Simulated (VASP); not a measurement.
Computed with LDA (Ceperley-Alder, Perdew-Zunger), VASP's LDA PAW potentials (set 64) (plane waves; VASP 6.6.1).

A VASP calculation is set up with these files.

File KPOINTS:
```
Automatic mesh
0
Gamma
9 9 9
0 0 0
```

INCAR:
```
SYSTEM = GaSb
PREC = Accurate; ENCUT = 400; LREAL = .FALSE.
LASPH = .TRUE.
EDIFF = 1E-7; NELM = 100; ALGO = Normal
LMAXMIX = 4
ISMEAR = -5
ISIF = 2
LWAVE = .FALSE.; LCHARG = .TRUE.; LORBIT = 11
NEDOS = 601
```

File POSCAR:
```
GaSb
1
    0.0000000000     3.0250645416     3.0250645416
    3.0250645416     0.0000000000     3.0250645416
    3.0250645416     3.0250645416     0.0000000000
Ga Sb
1 1
Direct
  0.0000000000   0.0000000000   0.0000000000
  0.2500000000   0.2500000000   0.2500000000
```

POTCAR, in this order: Ga_d Sb (LDA.64 set). Program: vasp_std.

Unless said otherwise, spin-orbit coupling is left out, though it shifts the bands of the heavy elements here.

Q: Predict the energy per atom (σ→0), band gap (on the k-mesh).

A: 
```yaml
energy per atom (σ→0): -4.335 eV/atom
band gap (on the k-mesh): 0.11 eV
```

OSZICAR:
```
...
DAV:   6    -0.870726109838E+01    0.91554E-01   -0.85464E-02  1264   0.521E+00    0.201E+00
DAV:   7    -0.866988651625E+01    0.37375E-01   -0.65023E-02  1045   0.217E+00    0.301E-01
DAV:   8    -0.866959887951E+01    0.28764E-03   -0.49881E-03  1103   0.102E+00    0.934E-02
DAV:   9    -0.866967166705E+01   -0.72788E-04   -0.37991E-04  1001   0.183E-01    0.350E-02
DAV:  10    -0.866966753524E+01    0.41318E-05   -0.18645E-05  1140   0.384E-02    0.117E-02
DAV:  11    -0.866967083564E+01   -0.33004E-05   -0.40406E-06  1011   0.207E-02    0.413E-03
DAV:  12    -0.866967082028E+01    0.15364E-07   -0.16246E-07   758   0.370E-03
   1 F= -.86696708E+01 E0= -.86696708E+01  d E =0.000000E+00
```

The compound is GaSb in the zinc blende structure. It was relaxed first.
